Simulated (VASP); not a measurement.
**Nb: a series in biaxial strain in the (001) plane**

Wanted: the elastic response of Nb to biaxial strain in the (001) plane, with a fit that predicts a row left out.

Calculated with VASP 6.6.1; PBEsol; plane waves and PAW (Nb_sv), in the first sound run; inputs show where later runs differ.

Most raw output is cut from this account.

**1. Starting point**

It takes space group Im-3m (No. 229, cubic). Conventional cell: a = 3.300 Å, b = 3.300 Å, c = 3.300 Å, α = 90.00°, β = 90.00°, γ = 90.00°. Nearest to Nb lie 8 Nb at 2.86 Å.

**2. Relax the crystal, PBEsol**

The series starts from the cell that this level prefers, so that zero strain is near zero stress.

This step took 2 runs in a row; the last is shown.

Level: PBEsol; plane waves and PAW (Nb_sv).

The input, INCAR:

```
SYSTEM = Nb
PREC = Accurate
ENCUT = 450
EDIFF = 1E-07
NELM = 120
ISMEAR = 1
SIGMA = 0.15
LREAL = .FALSE.
ALGO = Normal
GGA = PS
NBANDS = 12
LASPH = .TRUE.
LORBIT = 11
LWAVE = .FALSE.
LCHARG = .FALSE.
KPAR = 8
IBRION = 2
NSW = 40
ISIF = 3
EDIFFG = -0.005
POTIM = 0.4
```

The input, POSCAR:

```
Nb
1.0
   -1.6345591088      1.6345591088      1.6345591088
    1.6345591088     -1.6345591088      1.6345591088
    1.6345591088      1.6345591088     -1.6345591088
Nb
1
Direct
    0.0000000000      0.0000000000      0.0000000000
```

The input, KPOINTS:

```
Automatic mesh
0
Gamma
25 25 25
0 0 0
```

PAW data sets: Nb_sv (PBE family, release 64).

Launch:

```
$ mpirun -np 8 vasp_std
```

It took 22 s on 8 MPI ranks of Intel Xeon Platinum 8124M at 3.00GHz (Skylake/Cascade Lake), shared host; peak memory 1.4 GiB; 2.4 min of CPU time.

Numbers from this step:

| Item | Value |
| --- | --- |
| energy(sigma→0) of the program | -10.9500 eV |
| stress, compression positive | xx, yy, zz 0.00, 0.00, 0.00 GPa |
| volume | 17.460 Å³ |
| ionic steps | 3 |

**3. Strain along the normal, PBEsol**

One member in full: the plane is strained by -1.5 %, and the strain along the normal is moved by secant steps until the normal stress is under 0.012 GPa or five steps are spent; the atoms relax at each step.

This step took 3 runs, each at a new trial strain with the atoms of the one before; the last is shown.

Level: PBEsol; plane waves and PAW (Nb_sv).

INCAR: that of step 2 with these lines changed.

```diff
@@ -15,7 +15,7 @@
 LCHARG = .FALSE.
-KPAR = 8
-IBRION = 2
-NSW = 40
-ISIF = 3
-EDIFFG = -0.005
-POTIM = 0.4
+KPAR = 2
+IBRION = 1
+NSW = 25
+ISIF = 2
+EDIFFG = -0.004
+POTIM = 0.3
```

The input, POSCAR:

```
Nb
1.0
   -1.6097696440      1.6097696440      1.6611402770
    1.6097696440     -1.6097696440      1.6611402770
    1.6097696440      1.6097696440     -1.6611402770
Nb
1
Direct
    0.0000000000      0.0000000000      0.0000000000
```

KPOINTS is that of step 2.

Launch:

```
$ mpirun -np 2 vasp_std
```

It took 84 s on 2 MPI ranks; peak memory 0.55 GiB; 2.3 min of CPU time.

This run gave:

- energy(sigma→0) of the program: -10.9430 eV
- stress, compression positive: xx, yy, zz 3.97, 3.97, 0.00 GPa
- ionic steps: 1

**4. The table**

The other members went through these steps as far as the tables show, with the same cutoff and, step by step, the same mesh; 22 runs are not shown. The session took 1.1 core hours (wall time by ranks) on a shared machine.

| in-plane strain (%) | strain along the normal (%) | in-plane stress, tension positive (GPa) | energy above the unstrained row, extrapolated to no smearing (meV/atom) |
| --- | --- | --- | --- |
| -2.000 | 2.202 | -5.382 | 12.375 |
| -1.500 | 1.643 | -3.968 | 7.068 |
| -1.000 | 1.090 | -2.606 | 3.254 |
| -0.500 | 0.543 | -1.282 | 0.916 |
| 0 | 0.000 | -0.006 | 0.000 |
| 0.500 | -0.539 | ? | ? |
| 1.000 | -1.082 | 2.432 | 2.195 |
| 1.500 | -1.656 | 3.517 | 5.276 |
| 2.000 | -2.305 | 4.368 | 9.516 |

**5. Stress from the known rows**

A least-squares parabola through the 8 rows shown, with e the strain in %: stress = − 0.1256 e² + 2.468 e + 0.02000 (GPa), r.m.s. residual 0.053 GPa.

For the withheld row, e = 0.5, the fit gives 1.223 GPa.

**6. Prediction against calculation**

The calculation gives 1.232 GPa, so the prediction is 0.009 GPa too low, within twice the residual of the fit.

Slopes at zero strain, from cubics through all rows: strain ratio -1.072, stress over strain 255 GPa.

**7. Summary of results**

* error of the predicted stress: -0.009 GPa
* ratio of normal to in-plane strain: -1.072
* biaxial modulus: 255 GPa

As a check, the curvature of the energy gives 252 GPa for the same modulus (energy per volume = M × strain²), 1 % from the slope of the stress. The energy also has a linear term worth 0.21 GPa that the stress column lacks, a mark of the finite basis or of the smearing. These are static values: temperature and zero-point motion are left out. In a metal the slopes also depend on mesh and smearing, which were held through the series.

[Lines on the potential files, build, host, timing and source positions are cut from VASP's logs without a mark.]

[Logs are printed without paths, hosts, clocks, repeated set-up lines and the standing remarks that a program may print on its own settings, such as how far it seeks lower states.]

[Hosts, paths, dates, database ids (printed as entryN), source tags and the programs' standing remarks are cut or masked in the printed files.]

[In band tables of VASP the shares of atoms and orbitals are scaled to a sum of 1 inside the atoms' spheres.]
